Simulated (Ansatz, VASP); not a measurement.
# GaSb in two plane-wave programs, part 2 of 2

One calculation is typed for both programs; each brings its own data sets. How far apart do they land? The cell is taken from a series of runs on this material, whose earlier steps may have relaxed, scaled, displaced or heated it; both programs get it as it stands.

VASP 6.6.1 and Ansatz 0.2.0.

So far: Starting point; Ansatz: zone-centre phonons, LDA; VASP: zone-centre phonons, LDA.

### 3. VASP: zone-centre phonons, LDA (continued)

Level of this step: LDA; plane waves and PAW (Ga_d, Sb) (VASP).

Numbers of over 12 decimals in the logs are rounded to 6 here.

Parts of OUTCAR (step 3):

```text
ion  position               nearest neighbor table
   1  0.001  0.001  0.001-   2 2.62   2 2.64   2 2.64   2 2.64
   2  0.749  0.749  0.749-   1 2.62   1 2.64   1 2.64   1 2.64

  LATTYP: Found a trigonal (rhomboedric) cell.
 ALAT       =     4.2775441128
 COS(alpha) =     0.4900559991

 Subroutine GETGRP returns: Found  6 space group operations
 (whereof  6 operations were pure point group operations)

The static configuration has the point symmetry C_3v.

 Found    189 irreducible k-points:

   k-points           NKPTS =    189   k-points in BZ     NKDIM =    189   number of bands    NBANDS=     15

   dimension x,y,z NGX =    32 NGY =   32 NGZ =   32
   dimension x,y,z NGXF=    64 NGYF=   64 NGZF=   64

   ENCUT  =  500.0 eV  36.75 Ry    6.06 a.u.   7.80  7.80  7.80*2*pi/ulx,y,z

   NELECT =      18.0000    total number of electrons

 k-points in reciprocal lattice and weights: Automatic mesh
   0.00000000  0.00000000  0.00000000       0.001
   0.08333333  0.00000000  0.00000000       0.003
   0.16666667  0.00000000 -0.00000000       0.003
   0.25000000 -0.00000000 -0.00000000       0.003
   0.33333333 -0.00000000 -0.00000000       0.003
   0.41666667 -0.00000000 -0.00000000       0.003
   0.50000000 -0.00000000 -0.00000000       0.002
   0.08333333  0.08333333 -0.00000000       0.003
   0.16666667  0.08333333  0.00000000       0.007
[...]
-0.41666667  0.50000000  0.41666667       0.003
   0.50000000  0.50000000  0.50000000       0.001

 average (electrostatic) potential at core
       1 -66.7125       2 -88.4835

  Total       -0.2137820     -0.2137820     -0.2137820      0.1403463      0.1403463      0.1403463
  in kB       -6.0986097     -6.0986097     -6.0986097      4.0036922      4.0036922      4.0036922
  external PRESSURE =      -6.0986097 kB  Pullay stress =       0.0000000 kB

  energy-cutoff  :      500.00
  volume of cell :       56.16
      direct lattice vectors                 reciprocal lattice vectors
    -0.030003757  3.024606041  3.024606041    -0.162871103  0.164502954  0.164502954
     3.024606041 -0.030003757  3.024606041     0.164502954 -0.162871103  0.164502954
     3.024606041  3.024606041 -0.030003757     0.164502954  0.164502954 -0.162871103

 POSITION                                       TOTAL-FORCE (eV/Angst)
 -----------------------------------------------------------------------------------
      0.00448      0.00448      0.00448         0.000293      0.000293      0.000293
      4.50993      4.50993      4.50993        -0.000293     -0.000293     -0.000293
 -----------------------------------------------------------------------------------
    total drift:                                0.000922      0.000922      0.000922

 Eigenvectors and eigenvalues of the dynamical matrix
 ----------------------------------------------------

   1 f  =    6.695895 THz    42.071546 2PiTHz  223.351000 cm-1    27.691982 meV
             X         Y         Z           dx          dy          dz
      0.004478  0.004478  0.004478    -0.460253   -0.460253   -0.460253
      4.509929  4.509929  4.509929     0.348569    0.348569    0.348569

   2 f  =    6.614763 THz    41.561784 2PiTHz  220.644755 cm-1    27.356451 meV
             X         Y         Z           dx          dy          dz
      0.004478  0.004478  0.004478    -0.434584    0.636520   -0.201936
      4.509929  4.509929  4.509929     0.329626   -0.482791    0.153166

   3 f  =    6.614763 THz    41.561784 2PiTHz  220.644755 cm-1    27.356451 meV
             X         Y         Z           dx          dy          dz
      0.004478  0.004478  0.004478    -0.484083   -0.134319    0.618403
      4.509929  4.509929  4.509929     0.367170    0.101879   -0.469049

   4 f/i=    0.002514 THz     0.015797 2PiTHz    0.083864 cm-1     0.010398 meV
             X         Y         Z           dx          dy          dz
      0.004478  0.004478  0.004478     0.348569    0.348569    0.348569
      4.509929  4.509929  4.509929     0.460253    0.460253    0.460253

   5 f/i=    0.007283 THz     0.045763 2PiTHz    0.242950 cm-1     0.030122 meV
             X         Y         Z           dx          dy          dz
      0.004478  0.004478  0.004478    -0.201591    0.490822   -0.289231
      4.509929  4.509929  4.509929    -0.265781    0.647109   -0.381328

   6 f/i=    0.007283 THz     0.045763 2PiTHz    0.242950 cm-1     0.030122 meV
             X         Y         Z           dx          dy          dz
      0.004478  0.004478  0.004478    -0.450364    0.050599    0.399765
      4.509929  4.509929  4.509929    -0.593768    0.066711    0.527057

 ELASTIC MODULI CONTR FROM IONIC RELAXATION (kBar)
 Direction    XX          YY          ZZ          XY          YZ          ZX
 --------------------------------------------------------------------------------
 XX          -0.2553     -0.2453     -0.2453     -3.4160     -4.7257     -3.5459
 YY          -0.2453     -0.2553     -0.2453     -3.5459     -3.4160     -4.7257
 ZZ          -0.2453     -0.2453     -0.2553     -4.7257     -3.5459     -3.4160
 XY          -3.4160     -3.5459     -4.7257   -165.1101     -9.0121     -9.0121
 YZ          -4.7257     -3.4160     -3.5459     -9.0121   -165.1101     -9.0121
 ZX          -3.5459     -4.7257     -3.4160     -9.0121     -9.0121   -165.1101
 --------------------------------------------------------------------------------
```

The gap is under twice the smearing width, so the edge states are partly filled and the run can't tell a small gap from a semimetal. Methfessel-Paxton smearing is not meant for a cell with a gap.

### 4. Comparison

Known differences besides the potentials themselves: the two LDA forms differ slightly; the data sets hold 28 valence electrons in Ansatz (on its PAW soft_1 files) and 18 in VASP; the cutoff is 420 eV in Ansatz and 500 eV in VASP; VASP's log shows a relativistic correction to its local exchange, Ansatz's none. Total energies have different zeros and are not compared.

Compared:

```csv
quantity,Ansatz,VASP,difference
optical mode 1 to 2 (cm⁻¹),218.8,220.6,-0.82 %
optical mode 3 (cm⁻¹),221.3,223.4,-0.91 %
```

Modes are paired by rising frequency, not by their patterns, so a pair may set unlike modes beside each other; they are those without the splitting of longitudinal modes.

### 5. Summary of results

```json
{"r.m.s. difference of the optical zone-centre modes, each program's sorted by frequency (zone-centre phonons, LDA)": "1.9 cm⁻¹", "difference in optical mode 3 (zone-centre phonons, LDA)": "-0.9 %"}
```

In words: The r.m.s. difference of the optical zone-centre modes, each program's sorted by frequency is 1.9 cm⁻¹ (zone-centre phonons, LDA). The data sets hold unlike numbers of valence electrons (28 in Ansatz and 18 in VASP), so part of the differences comes from the potentials. Among the rows given in per cent, the largest difference of the zone-centre phonons, LDA pair is in optical mode 3, -0.9 %. How closely two codes agree says nothing of how well the functional describes the real material.

[Lines on the potential files, build, host, timing and source positions are cut from VASP's logs without a mark.]

[Logs are printed without paths, hosts, clocks, repeated set-up lines and the standing remarks that a program may print on its own settings, such as how far it seeks lower states.]

[Hosts, paths, dates, database ids (printed as entryN), source tags and the programs' standing remarks are cut or masked in the printed files.]
